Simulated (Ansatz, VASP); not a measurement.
## AlC3 in VASP and in Ansatz

```xyz
4
Lattice="3.3289 0.0000 0.0000 0.0000 3.3289 0.0000 0.0000 0.0000 3.3289" Properties=species:S:1:pos:R:3 pbc="T T T"
Al    0.0000    0.0000    0.0000
C     0.0000    1.6644    1.6644
C     1.6644    0.0000    1.6644
C     1.6644    1.6644    0.0000
```

Alike in both runs: task single point; functional PBE; k mesh 6 × 6 × 6; occupations gaussian, width 0.1 eV; no spin polarisation.

```csv
,VASP,Ansatz
version,VASP 6.6.1,Ansatz 0.2.0
potentials or method,"VASP PAW PBE potentials, release 64 (Al, C)","scalar-relativistic, plane waves, PAW"
plane-wave cutoff (eV),520,420
valence electrons in the cell,15,15
```

```csv
,VASP,Ansatz,Ansatz less VASP
gap on the k mesh at the Fermi level (eV),none,none,-
pressure (GPa),-14.9,-14.9,0.00
```

A gap of «none» marks a metal or a gap that the smearing closes. The functional is the same, so the differences come from potentials, cutoffs and numerics.
